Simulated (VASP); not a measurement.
These are RPBE GGA, VASP's PBE PAW potentials (set 64) (plane waves; VASP) values and carry that method's errors.

Input for VASP

POSCAR:
```
KMgF3
3.9653410
  1.0000000000   0.0000000000   0.0000000000
  0.0000000000   1.0000000000   0.0000000000
  0.0000000000   0.0000000000   1.0000000000
K Mg F
1 1 3
direct
  0.5000000000   0.5000000000   0.5000000000
  0.0000000000   0.0000000000   0.0000000000
  0.0000000000   0.5000000000   0.0000000000
  0.5000000000   0.0000000000   0.0000000000
  0.0000000000   0.0000000000   0.5000000000
```

**INCAR**
```
SYSTEM = KMgF3
PREC = Accurate; ENCUT = 400; LREAL = .FALSE.
LASPH = .TRUE.
EDIFF = 1E-6; NELM = 100; ALGO = Normal
ISMEAR = 0; SIGMA = 0.01
GGA = RP
ISIF = 2
LWAVE = .FALSE.; LCHARG = .FALSE.
```

**KPOINTS**
```
Automatic
0
gamma
4 4 4
```

POTCAR, in this order: K_sv Mg F (PBE.64 set). Program: vasp_std.

The resulting files:

### OSZICAR
```
       N       E                     dE             d eps       ncg     rms          rms(c)
DAV:   1     0.216328910939E+03    0.21633E+03   -0.15632E+04   416   0.125E+03
DAV:   2    -0.151711202739E+02   -0.23150E+03   -0.22349E+03   516   0.359E+02
DAV:   3    -0.249236191599E+02   -0.97525E+01   -0.97335E+01   592   0.720E+01
DAV:   4    -0.252077368044E+02   -0.28412E+00   -0.28359E+00   600   0.748E+00
DAV:   5    -0.252090600994E+02   -0.13233E-02   -0.13233E-02   532   0.504E-01    0.885E+00
DAV:   6    -0.230769207612E+02    0.21321E+01   -0.85847E+00   432   0.217E+01    0.372E+00
DAV:   7    -0.230942091976E+02   -0.17288E-01   -0.27005E-01   516   0.355E+00    0.237E+00
DAV:   8    -0.231237677064E+02   -0.29559E-01   -0.95690E-02   476   0.317E+00    0.285E-01
DAV:   9    -0.231248741839E+02   -0.11065E-02   -0.15494E-02   500   0.934E-01    0.139E-01
DAV:  10    -0.231255591831E+02   -0.68500E-03   -0.17102E-03   520   0.345E-01    0.583E-02
DAV:  11    -0.231255957508E+02   -0.36568E-04   -0.26046E-04   472   0.123E-01    0.335E-02
DAV:  12    -0.231255683862E+02    0.27365E-04   -0.14392E-04   468   0.847E-02    0.369E-03
DAV:  13    -0.231255692784E+02   -0.89214E-06   -0.41685E-06   436   0.156E-02
   1 F= -.23125569E+02 E0= -.23125569E+02  d E =-.131669E-25
```

OUTCAR:
```
------------------------ aborting loop because EDIFF is reached ----------------------------------------
  FORCE on cell =-STRESS in cart. coord.  units (eV):
  Direction    XX          YY          ZZ          XY          YZ          ZX
  --------------------------------------------------------------------------------------
  Total        0.4834181      0.4834181      0.4834181     -0.0000000      0.0000000     -0.0000000
  in kB       12.4220110     12.4220110     12.4220110     -0.0000000      0.0000000     -0.0000000
  external PRESSURE =      12.4220110 kB  Pullay stress =       0.0000000 kB
  volume of cell :       62.35
      direct lattice vectors                 reciprocal lattice vectors
     3.965341000  0.000000000  0.000000000     0.252185121  0.000000000  0.000000000
     0.000000000  3.965341000  0.000000000     0.000000000  0.252185121  0.000000000
     0.000000000  0.000000000  3.965341000     0.000000000  0.000000000  0.252185121
 POSITION                                       TOTAL-FORCE (eV/Angst)
 -----------------------------------------------------------------------------------
      1.98267      1.98267      1.98267         0.000000      0.000000      0.000000
      0.00000      0.00000      0.00000         0.000000      0.000000      0.000000
      0.00000      1.98267      0.00000         0.000000      0.000000      0.000000
      1.98267      0.00000      0.00000         0.000000      0.000000      0.000000
      0.00000      0.00000      1.98267         0.000000      0.000000      0.000000
 -----------------------------------------------------------------------------------
    total drift:                                0.000000      0.000000     -0.000000
  FREE ENERGIE OF THE ION-ELECTRON SYSTEM (eV)
  ---------------------------------------------------
  free  energy   TOTEN  =       -23.1255692784 eV

  energy  without entropy=      -23.1255692784  energy(sigma->0) =      -23.12556928
```
(Selected blocks of OUTCAR.)

At this cut-off the stress carries a Pulay error, which pulls relaxed volumes low.

The structure comes from a computed database's KMgF3 entry; how it stands against other phases isn't given here. The cell was not relaxed at this level. The run is one of a series of settings (GGA = RP against the base run), some of them coarse on purpose.
